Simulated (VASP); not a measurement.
Given:

```xyz
12
Lattice="5.5854 0.0000 0.0000 0.0000 3.3477 0.0000 0.0000 0.0000 6.4959" Properties=species:S:1:pos:R:3 pbc="T T T"
Zr     4.2044     0.8369     3.9594
Zr     1.4117     0.8369     5.7846
Zr     1.3810     2.5108     2.5366
Zr     4.1737     2.5108     0.7114
O      3.5730     0.8369     6.0090
O      0.7802     0.8369     3.7349
O      2.0125     2.5108     0.4870
O      4.8052     2.5108     2.7610
O      2.9285     0.8369     2.2052
O      0.1358     0.8369     1.0427
O      2.6569     2.5108     4.2907
O      5.4496     2.5108     5.4532
```

Method: r2SCAN meta-GGA, VASP's PBE PAW potentials (set 64) (plane waves; VASP). Run with 520 eV cut-off, 5×7×4 Γ-centred mesh, tetrahedra with Blöchl corrections, potentials Zr_sv O.

The cores are frozen, which limits the accuracy of field gradients.

Give the principal components of the electric field gradient (V/Å²) and the asymmetry η at each nucleus.

```tsv
atom	Vxx	Vyy	Vzz	η
Zr1	38.3	31.0	-69.3	0.10
Zr2	38.3	31.0	-69.3	0.10
Zr3	38.3	31.0	-69.3	0.10
Zr4	38.3	31.0	-69.3	0.10
O5	-15.0	-9.6	24.6	0.22
O6	-15.0	-9.6	24.6	0.22
O7	-15.0	-9.6	24.6	0.22
O8	-15.0	-9.6	24.6	0.22
O9	13.9	8.3	-22.2	0.25
O10	13.9	8.3	-22.2	0.25
O11	13.9	8.3	-22.2	0.25
O12	13.9	8.3	-22.2	0.25
```

The structure was generated: ZrO2 was put into the cotunnite type (Pnma), which need not be its known phase. It was relaxed first.
